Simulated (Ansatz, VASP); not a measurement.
## One calculation of CsSc3Fe, two programs

```xyz
5
Lattice="4.7668 0.0000 0.0000 0.0000 4.7668 0.0000 0.0000 0.0000 4.7668" Properties=species:S:1:pos:R:3 pbc="T T T"
Cs    0.0000    0.0000    0.0000
Sc    0.0000    2.3834    2.3834
Sc    2.3834    0.0000    2.3834
Sc    2.3834    2.3834    0.0000
Fe    2.3834    2.3834    2.3834
```

Alike in both runs: task relaxation of cell and atoms; functional PBE; k mesh 4 × 4 × 4; occupations gaussian, width 0.1 eV; no spin polarisation.

```csv
,VASP,Ansatz
version,VASP 6.6.1,Ansatz 0.2.0
potentials or method,"VASP PAW PBE potentials, release 64 (Cs_sv, Sc_sv, Fe)","scalar-relativistic, plane waves, PAW"
plane-wave cutoff (eV),600,420
valence electrons in the cell,50,58
```

Ansatz gave:

* gap on the k mesh at the Fermi level, each at its own relaxed structure (eV): none
* relaxed volume (Å³/atom): 26.74
* relaxed cell length with the largest relative difference (Å): 5.113
* energy change over the relaxation (meV/atom): -181

Problem. What did VASP give for the same quantities?

Solution. gap on the k mesh at the Fermi level, each at its own relaxed structure (eV): none; relaxed volume (Å³/atom): 26.88; relaxed cell length with the largest relative difference (Å): 5.122; energy change over the relaxation (meV/atom): -186.

A gap of «none» marks a metal or a gap that the smearing closes. The two sets of potentials don't hold the same shells in valence.

Caveats: the volume moved by over 15 % at a fixed basis, so the end points are rough (VASP). Spin polarisation is off, so any magnetic state and its effect on volume and gap are missing. The runs have no spin-orbit coupling, so splittings on Cs are missing.
